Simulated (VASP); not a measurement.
A convergence study with VASP on CaF₂ (fluorite): a few settings are varied, all else stays as given below, so the limit is that of these other settings. The cell's lengths are 1 % over those of the tabulated start and one atom is moved, so it is off equilibrium.

```
CaF2
1.0
    0.00000     2.75730     2.75730
    2.75730     0.00000     2.75730
    2.75730     2.75730     0.00000
Ca F
1 2
Direct
  0.00000   0.00000   0.00000
  0.25000   0.25000   0.25000
  0.73901   0.76099   0.76099
```

These are PBEsol GGA, VASP's PBE PAW potentials (set 64) (plane waves; VASP) values and carry that method's errors. The last row used: 900 eV cut-off, 6×6×6 Γ-centred mesh, Gaussian smearing of 0.050 eV, potentials Ca_sv F_h.

Gaps are read on the run's mesh, which can miss a band edge. Energies of different potentials or hybrids have different zeros.

```tsv
setting	E (eV/atom)	pressure (GPa)	largest force (eV/Å)	gap on the mesh (eV)	plane waves
ENCUT = 300, POTCAR Ca_sv F	-6.0508	-64.91	0.184	6.982	531
ENCUT = 520, POTCAR Ca_sv F	-5.9578	-3.69	0.239	6.920	1158
ENCUT = 900, POTCAR Ca_sv F	-5.9604	-3.42	0.238	6.925	2637
ENCUT = 300, POTCAR Ca_pv F	-6.0611	-65.63	0.176	6.965	531
ENCUT = 400, POTCAR Ca_pv F	-5.9778	-12.79	0.240	6.941	778
ENCUT = 520, POTCAR Ca_pv F	-5.9673	-4.20	0.233	6.911	1158
ENCUT = 700, POTCAR Ca_pv F	-5.9698	-4.32	0.233	6.916	1807
ENCUT = 900, POTCAR Ca_pv F	-5.9698	-3.95	0.233	6.917	2637
ENCUT = 300, POTCAR Ca_sv F_s	-5.9573	-6.40	0.236	6.927	531
ENCUT = 400, POTCAR Ca_sv F_s	-5.9539	-3.56	0.239	6.911	778
ENCUT = 520, POTCAR Ca_sv F_s	-5.9564	-3.61	0.239	6.917	1158
ENCUT = 700, POTCAR Ca_sv F_s	-5.9566	-3.34	0.239	6.917	1807
ENCUT = 900, POTCAR Ca_sv F_s	-5.9570	-3.32	0.239	6.918	2637
ENCUT = 300, POTCAR Ca_sv F_h	-2.9515	-390.16	0.232	4.449	531
ENCUT = 400, POTCAR Ca_sv F_h	-4.5286	-246.81	0.433	6.227	778
ENCUT = 520, POTCAR Ca_sv F_h	-5.6485	-105.26	0.182	6.715	1158
ENCUT = 700, POTCAR Ca_sv F_h	-5.9366	-21.15	0.230	6.904	1807
ENCUT = 900, POTCAR Ca_sv F_h	-5.9622	-4.28	0.238	6.924	2637
```

Left out are rungs that failed or repeat a setting and relaxations that didn't move; long series are thinned to 24 rows.

The compound is CaF2 in the fluorite structure. The cell was not relaxed at this level, it is distorted from the ideal structure.
